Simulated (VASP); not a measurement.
Input:

```
CELL_PARAMETERS angstrom
      4.27677     0.00000     0.00000
     -2.13839     3.70379     0.00000
      0.00000     0.00000     5.96077
ATOMIC_POSITIONS crystal
  Bi 0.00000 0.00000 0.00000
  Bi 0.00000 0.00000 0.50000
  P  0.33333 0.66667 0.25000
  P  0.66667 0.33333 0.75000
```

These are PBE GGA, VASP's PBE PAW potentials (set 64) (plane waves; VASP 6.6.1) values and carry that method's errors. Numerical set-up: 300 eV cut-off, 6×6×4 Γ-centred mesh, Gaussian smearing of 0.10 eV, potentials Bi_d P.

**Question.** Give the energies of bands 14 to 23 at the high-symmetry points, in eV from the Fermi level.

**Answer.** 
| band | Γ | M | K | A | L | H |
|---|---|---|---|---|---|---|
| 14 | -6.19 | -8.78 | -9.30 | -7.01 | -9.70 | -10.00 |
| 15 | -3.02 | -6.18 | -5.92 | -2.17 | -3.42 | -5.40 |
| 16 | -3.02 | -4.55 | -3.90 | -2.17 | -3.42 | -5.40 |
| 17 | -2.24 | -4.41 | -3.90 | -2.17 | -3.38 | -1.42 |
| 18 | -1.40 | -0.90 | -3.53 | -2.17 | -3.38 | -1.42 |
| 19 | -1.40 | -0.71 | -3.53 | -1.70 | -1.67 | -0.50 |
| 20 | -0.27 | -0.48 | 0.79 | -1.70 | -1.67 | -0.50 |
| 21 | 0.43 | -0.48 | 2.87 | 1.31 | 1.93 | 0.77 |
| 22 | 1.69 | 0.35 | 4.16 | 1.31 | 1.93 | 0.77 |
| 23 | 1.69 | 4.80 | 4.17 | 1.31 | 3.78 | 2.60 |

It has no gap at this level: it comes out as a metal or semimetal.

The structure was generated: BiP was put into an ordered model structure, which need not be its known phase. The cell was not relaxed at this level.
